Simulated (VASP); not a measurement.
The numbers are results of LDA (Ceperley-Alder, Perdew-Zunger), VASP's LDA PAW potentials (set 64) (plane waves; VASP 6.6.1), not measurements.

A VASP calculation is set up with these files.

### KPOINTS
```
Automatic
0
G
 4 4 4
```

### INCAR
```
EDIFF = 1E-6   ! SCF stop (eV)
LCHARG = .FALSE.
NSW = 60   ! most ionic steps
LWAVE = .FALSE.
ISIF = 3   ! ions, shape and volume
IBRION = 2
ISMEAR = 0   ! Gaussian
ENCUT = 400
PREC = Accurate
LMAXMIX = 4   ! l cut-off of mixed one-centre charges
EDIFFG = -0.02
SIGMA = 0.05
ALGO = Normal   ! blocked Davidson
SYSTEM = CsPbCl3
NELM = 100
LREAL = .FALSE.   ! projection in real space or not
LASPH = .TRUE.   ! aspherical one-centre terms
```

**POSCAR**
```
CsPbCl3
1
    5.5054911381     0.0000000000    -0.0000000000
   -0.0000000000     5.5054911381     0.0000000000
   -0.0000000000     0.0000000000     5.5054911381
Cs Pb Cl
1 1 3
Direct
  0.0000000000   0.0000000000   0.0000000000
  0.5000000000   0.5000000000   0.5000000000
  0.5000000000   0.0000000000   0.5000000000
  0.0000000000   0.5000000000   0.5000000000
  0.5000000000   0.5000000000   0.0000000000
```

POTCAR, in this order: Cs_sv Pb_d Cl (LDA.64 set). Program: vasp_std.

Output

### OUTCAR
```
 ion  position               nearest neighbor table
   1  0.000  0.000  0.000-
   2  0.500  0.500  0.500-   3 2.75   4 2.75   5 2.75   5 2.75   3 2.75   4 2.75
   3  0.500  0.000  0.500-   2 2.75   2 2.75
   4  0.000  0.500  0.500-   2 2.75   2 2.75
   5  0.500  0.500  0.000-   2 2.75   2 2.75
  LATTYP: Found a simple cubic cell.
 ALAT       =     5.5054911381
 Subroutine PRICEL returns:
 Original cell was already a primitive cell.
 Subroutine GETGRP returns: Found 48 space group operations
The static configuration has the point symmetry O_h .
The dynamic configuration has the point symmetry O_h .
 Subroutine INISYM returns: Found 48 space group operations
 Subroutine IBZKPT returns following result:
 Found     10 irreducible k-points:

 Following reciprocal coordinates:
            Coordinates               Weight
  0.000000  0.000000  0.000000      1.000000
  0.250000  0.000000  0.000000      6.000000
  0.500000  0.000000  0.000000      3.000000
  0.250000  0.250000  0.000000     12.000000
  0.500000  0.250000  0.000000     12.000000
  0.500000  0.500000  0.000000      3.000000
  0.250000  0.250000  0.250000      8.000000
  0.500000  0.250000  0.250000     12.000000
  0.500000  0.500000  0.250000      6.000000
  0.500000  0.500000  0.500000      1.000000
   k-points           NKPTS =     10   k-points in BZ     NKDIM =     10   number of bands    NBANDS=     26
   number of dos      NEDOS =    301   number of ions     NIONS =      5
   total plane-waves  NPLWV =  46656
   dimension x,y,z NGX =    36 NGY =   36 NGZ =   36
   dimension x,y,z NGXF=    72 NGYF=   72 NGZF=   72
   ions per type =               1   1   3
   PREC   = accura    normal or accurate (medium, high low for compatibility)
   ISTART =      0    job   : 0-new  1-cont  2-samecut
   ICHARG =      2    charge: 1-file 2-atom 10-const
   ISPIN  =      1    spin polarized calculation?
   LNONCOLLINEAR =      F non collinear calculations
   LSORBIT =      F    spin-orbit coupling
   INIWAV =      1    electr: 0-lowe 1-rand  2-diag
   ENCUT  =  400.0 eV  29.40 Ry    5.42 a.u.   8.98  8.98  8.98*2*pi/ulx,y,z
   NELM   =    100;   NELMIN=  2; NELMDL= -5     # of ELM steps
   EDIFF  = 0.1E-05   stopping-criterion for ELM
   LREAL  =      F    real-space projection
   NLSPLINE    = F    spline interpolate recip. space projectors
   LMAXMIX     =    4 max onsite mixed and CHGCAR
   VOSKOWN=      0    Vosko Wilk Nusair interpolation
   EDIFFG = -.2E-01   stopping-criterion for IOM
   NSW    =     60    number of steps for IOM
   NBLOCK =      1;   KBLOCK =     60    inner block; outer block
   IBRION =      2    ionic relax: 0-MD 1-quasi-New 2-CG
   NFREE  =      1    steps in history (QN), initial steepest desc. (CG)
   ISIF   =      3    stress and relaxation
   ISYM   =      2    0-nonsym 1-usesym 2-fastsym
   TEIN   =    0.0    initial temperature
   TEBEG  =    0.0;   TEEND  =   0.0 temperature during run
   SMASS  =  -3.00    Nose mass-parameter (am)
   PSTRESS=    0.0 pullay stress
   NELECT =      44.0000    total number of electrons
   EFERMI =   0.00;   METHOD = LEGACY
   ISMEAR =     0;   SIGMA  =   0.05  broadening in eV -4-tet -1-fermi 0-gaus
   IALGO  =     38    algorithm
   LDIAG  =      T    sub-space diagonalisation (order eigenvalues)
   IMIX   =      4    mixing-type and parameters
     AMIX     =   0.40;   BMIX     =  1.00
     AMIX_MAG =   1.60;   BMIX_MAG =  1.00
     AMIN     =   0.10
   GGA     = CA    functional components
   VOSKOWN =     0    Vosko Wilk Nusair interpolation
   LHFCALC =     F    Hartree Fock is set to
   LHFONE  =     F    Hartree Fock one center treatment
   AEXX    =    0.0000 exact exchange contribution
   IVDW    =     0    specifies the selected vdW correction
...
```

File OSZICAR:
```
       N       E                     dE             d eps       ncg     rms          rms(c)
DAV:   1     0.387222464234E+03    0.38722E+03   -0.17530E+04   520   0.130E+03
DAV:   2     0.243123921505E+02   -0.36291E+03   -0.35575E+03   658   0.327E+02
DAV:   3    -0.183051590126E+02   -0.42618E+02   -0.41703E+02   600   0.123E+02
DAV:   4    -0.200945487009E+02   -0.17894E+01   -0.17849E+01   744   0.319E+01
DAV:   5    -0.201352423400E+02   -0.40694E-01   -0.40676E-01   666   0.383E+00    0.580E+00
DAV:   6    -0.194530331609E+02    0.68221E+00   -0.15363E+00   684   0.130E+01    0.377E+00
DAV:   7    -0.194036045992E+02    0.49429E-01   -0.50118E-01   786   0.443E+00    0.169E+00
DAV:   8    -0.193996963815E+02    0.39082E-02   -0.66233E-02   796   0.219E+00    0.278E-01
DAV:   9    -0.193973238660E+02    0.23725E-02   -0.13138E-02   762   0.969E-01    0.103E-01
DAV:  10    -0.193974045305E+02   -0.80665E-04   -0.11501E-03   744   0.238E-01    0.332E-02
DAV:  11    -0.193973952866E+02    0.92439E-05   -0.11061E-04   734   0.733E-02    0.103E-02
DAV:  12    -0.193973938365E+02    0.14500E-05   -0.15375E-05   676   0.609E-02    0.441E-03
DAV:  13    -0.193973938462E+02   -0.97157E-08   -0.15183E-06   480   0.107E-02
   1 F= -.19397394E+02 E0= -.19397394E+02  d E =-.193974E+02
       N       E                     dE             d eps       ncg     rms          rms(c)
DAV:   1    -0.194470647258E+02   -0.49671E-01   -0.12655E+00   698   0.129E+01    0.124E+00
DAV:   2    -0.194062564553E+02    0.40808E-01   -0.94124E-02   686   0.314E+00    0.394E-01
DAV:   3    -0.194001391987E+02    0.61173E-02   -0.22922E-02   678   0.166E+00    0.176E-01
DAV:   4    -0.193999376414E+02    0.20156E-03   -0.87328E-04   802   0.272E-01    0.832E-02
DAV:   5    -0.193998988160E+02    0.38825E-04   -0.11921E-04   688   0.109E-01    0.249E-02
DAV:   6    -0.193998967280E+02    0.20880E-05   -0.10706E-05   600   0.281E-02    0.377E-03
DAV:   7    -0.193998965381E+02    0.18985E-06   -0.65081E-07   446   0.102E-02
   2 F= -.19399897E+02 E0= -.19399897E+02  d E =-.250269E-02
```

**OUTCAR**
```
------------------------ aborting loop because EDIFF is reached ----------------------------------------
  FORCE on cell =-STRESS in cart. coord.  units (eV):
  Direction    XX          YY          ZZ          XY          YZ          ZX
  --------------------------------------------------------------------------------------
  Total        0.0277736      0.0277736      0.0277736      0.0000000      0.0000000      0.0000000
  in kB        0.2635943      0.2635943      0.2635943      0.0000000      0.0000000      0.0000000
  external PRESSURE =       0.2635943 kB  Pullay stress =       0.0000000 kB
  volume of cell :      168.81
      direct lattice vectors                 reciprocal lattice vectors
     5.526739313 -0.000000000 -0.000000000     0.180938514  0.000000000 -0.000000000
    -0.000000000  5.526739313 -0.000000000     0.000000000  0.180938514  0.000000000
     0.000000000 -0.000000000  5.526739313     0.000000000  0.000000000  0.180938514
 POSITION                                       TOTAL-FORCE (eV/Angst)
 -----------------------------------------------------------------------------------
      0.00000      0.00000      0.00000         0.000000      0.000000      0.000000
      2.76337      2.76337      2.76337         0.000000     -0.000000      0.000000
      2.76337     -0.00000      2.76337         0.000000      0.000000      0.000000
      0.00000      2.76337      2.76337        -0.000000      0.000000      0.000000
      2.76337      2.76337     -0.00000         0.000000      0.000000      0.000000
 -----------------------------------------------------------------------------------
    total drift:                                0.000000      0.000000      0.000000
  FREE ENERGIE OF THE ION-ELECTRON SYSTEM (eV)
  ---------------------------------------------------
  free  energy   TOTEN  =       -19.3998965381 eV

  energy  without entropy=      -19.3998965381  energy(sigma->0) =      -19.39989654

 reached required accuracy - stopping structural energy minimisation
```
(Selected blocks of OUTCAR.)

**CONTCAR**
```
CsPbCl3
   1.00000000000000
     5.5267393132161322   -0.0000000000000000   -0.0000000000000000
    -0.0000000000000000    5.5267393132161322   -0.0000000000000000
     0.0000000000000000   -0.0000000000000000    5.5267393132161322
  Cs              Pb              Cl
     1     1     3
Direct
     0.0000000000000000    0.0000000000000000    0.0000000000000000
     0.5000000000000000    0.5000000000000000    0.5000000000000000
     0.5000000000000000    0.0000000000000000    0.5000000000000000
     0.0000000000000000    0.5000000000000000    0.5000000000000000
     0.5000000000000000    0.5000000000000000    0.0000000000000000
```

The compound is CsPbCl3 in the cubic perovskite structure, the ideal cubic form; the compound distorts at low or room temperature. This run relaxes it. Symmetry was kept, so distortions that lower it aren't found. The start is the result of an earlier pass.
